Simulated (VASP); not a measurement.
Output of a VASP run:

### OSZICAR
```
       N       E                     dE             d eps       ncg     rms          rms(c)
DAV:   1     0.108063428449E+03    0.10806E+03   -0.13066E+04  1050   0.145E+03
DAV:   2    -0.271580784291E+02   -0.13522E+03   -0.13389E+03  1358   0.326E+02
DAV:   3    -0.308699668929E+02   -0.37119E+01   -0.37093E+01  1365   0.531E+01
DAV:   4    -0.308898744040E+02   -0.19908E-01   -0.19906E-01  1337   0.422E+00
DAV:   5    -0.308900447464E+02   -0.17034E-03   -0.17034E-03  1330   0.349E-01    0.496E+01
DAV:   6    -0.252734348880E+02    0.56166E+01   -0.29855E+01  1176   0.387E+01    0.440E+01
DAV:   7    -0.251732867271E+02    0.10015E+00   -0.77863E-01  1316   0.829E+00    0.293E+01
DAV:   8    -0.251445196245E+02    0.28767E-01   -0.21833E-01  1323   0.501E+00    0.594E+00
DAV:   9    -0.251339265944E+02    0.10593E-01   -0.41264E-02  1253   0.186E+00    0.170E+00
DAV:  10    -0.251338666721E+02    0.59922E-04   -0.39879E-03  1482   0.504E-01    0.241E-01
DAV:  11    -0.251338469991E+02    0.19673E-04   -0.23598E-04  1183   0.131E-01    0.188E-01
DAV:  12    -0.251338507178E+02   -0.37187E-05   -0.30103E-05  1422   0.439E-02    0.291E-02
DAV:  13    -0.251338513257E+02   -0.60798E-06   -0.16487E-06  1246   0.106E-02    0.949E-03
DAV:  14    -0.251338513673E+02   -0.41529E-07   -0.98915E-08  1029   0.284E-03
   1 F= -.25133851E+02 E0= -.25133851E+02  d E =0.000000E+00
```

**OUTCAR**
```
------------------------ aborting loop because EDIFF is reached ----------------------------------------
  FORCE on cell =-STRESS in cart. coord.  units (eV):
  Direction    XX          YY          ZZ          XY          YZ          ZX
  --------------------------------------------------------------------------------------
  Total       -0.0017069     -0.0017069     -0.0017069      0.0000000      0.0000000      0.0000000
  in kB       -0.0850394     -0.0850394     -0.0850394      0.0000000      0.0000000      0.0000000
  external PRESSURE =      -0.0850394 kB  Pullay stress =       0.0000000 kB
  volume of cell :       32.16
      direct lattice vectors                 reciprocal lattice vectors
     0.000000000  2.524010533  2.524010533    -0.198097430  0.198097430  0.198097430
     2.524010533  0.000000000  2.524010533     0.198097430 -0.198097430  0.198097430
     2.524010533  2.524010533  0.000000000     0.198097430  0.198097430 -0.198097430
 POSITION                                       TOTAL-FORCE (eV/Angst)
 -----------------------------------------------------------------------------------
      0.00000      0.00000      0.00000        -0.000000     -0.000000     -0.000000
      1.26201      1.26201      1.26201         0.000000      0.000000      0.000000
      3.78602      3.78602      3.78602        -0.000000     -0.000000     -0.000000
 -----------------------------------------------------------------------------------
    total drift:                                0.000000      0.000000      0.000000
  FREE ENERGIE OF THE ION-ELECTRON SYSTEM (eV)
  ---------------------------------------------------
  free  energy   TOTEN  =       -25.1338513673 eV

  energy  without entropy=      -25.1338513673  energy(sigma->0) =      -25.13385137

 total charge

# of ion       s       p       d       tot
------------------------------------------
    1        0.293   6.589   1.383   8.266
    2        1.557   3.559   0.000   5.115
    3        1.557   3.559   0.000   5.115
--------------------------------------------------
tot          3.407  13.707   1.383  18.497

 Electric field gradients after diagonalization (V/A^2)
 (convention: |V_zz| > |V_xx| > |V_yy|)
----------------------------------------------------------------------
 ion       V_xx      V_yy      V_zz     asymmetry (V_yy - V_xx)/ V_zz
----------------------------------------------------------------------
   1      -0.000    -0.000     0.001       0.000
   2       0.002     0.002    -0.004       0.000
   3       0.002     0.002    -0.004       0.000
```
(Selected blocks of OUTCAR.)

File POSCAR:
```
HfO2
1
    0.0000000000     2.5240105325     2.5240105325
    2.5240105325     0.0000000000     2.5240105325
    2.5240105325     2.5240105325     0.0000000000
Hf O
1 2
Direct
  0.0000000000   0.0000000000   0.0000000000
  0.2500000000   0.2500000000   0.2500000000
  0.7500000000   0.7500000000   0.7500000000
```

Write an INCAR and KPOINTS that could have produced this output.

One answer among several that fit: the input of the run itself, optB86b-vdW, plane waves, VASP's PBE PAW potentials (set 64).

### INCAR
```
# general
SYSTEM   = HfO2
PREC     = Accurate
ENCUT    = 520
LREAL    = .FALSE.
LASPH    = .TRUE.

# electronic loop
EDIFF    = 1E-7
NELM     = 100
ALGO     = Normal
LMAXMIX  = 6

# smearing
ISMEAR   = -5

# functional
GGA      = MK
LUSE_VDW = .TRUE.
AGGAC    = 0.0
PARAM1   = 0.1234
PARAM2   = 1.0

# ions
ISIF     = 2

# output
LWAVE    = .FALSE.
LCHARG   = .TRUE.
LORBIT   = 11
NEDOS    = 601

# other
LEFG     = .TRUE.
```

**KPOINTS**
```
Regular mesh
0
G
 9 9 9
```

POTCAR, in this order: Hf_pv O (PBE.64 set). Program: vasp_std.

The compound is HfO2 in the fluorite structure, the high-temperature cubic form, which is unstable at 0 K; the monoclinic form is the stable one. It was relaxed first.
